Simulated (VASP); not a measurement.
GaN (zinc blende) is relaxed at rising pressure, each step from the one before. Symmetry mostly holds the structure type, and other phases were not tried. The mesh follows the cell, and a change of mesh leaves a small step in the series.

Input:

```xyz
2
Lattice="0.0000 2.2320 2.2320 2.2320 0.0000 2.2320 2.2320 2.2320 0.0000" Properties=species:S:1:pos:R:3 pbc="T T T"
Ga     0.0000     0.0000     0.0000
N      1.1160     1.1160     1.1160
```

Method: LDA (Ceperley-Alder, Perdew-Zunger), VASP's LDA PAW potentials (set 64) (plane waves; VASP). Settings: 620 eV cut-off, 10×10×10 Γ-centred mesh, Gaussian smearing of 0.050 eV, potentials Ga_d N.

```csv
P (GPa),V (Å³/atom),H − H(0) (eV/atom),space group,gap on the mesh (eV),k-mesh
0,11.12,0.000,F-43m,1.93,10×10×10
5,10.85,0.343,F-43m,2.09,10×10×10
10,…,…,F-43m,2.23,10×10×10
20,…,…,F-43m,2.48,10×10×10
30,9.90,1.957,F-43m,2.68,11×11×11
45,9.48,2.864,F-43m,2.96,11×11×11
```

### Question
What belongs in the gaps?

### Answer

- 20, V (Å³/atom): 10.22
- 20, H − H(0) (eV/atom): 1.329
- 10, V (Å³/atom): 10.62
- 10, H − H(0) (eV/atom): 0.678

Pressures at which the relaxation failed are left out.

The compound is GaN in the zinc blende structure, a metastable form; wurtzite is the usual one.
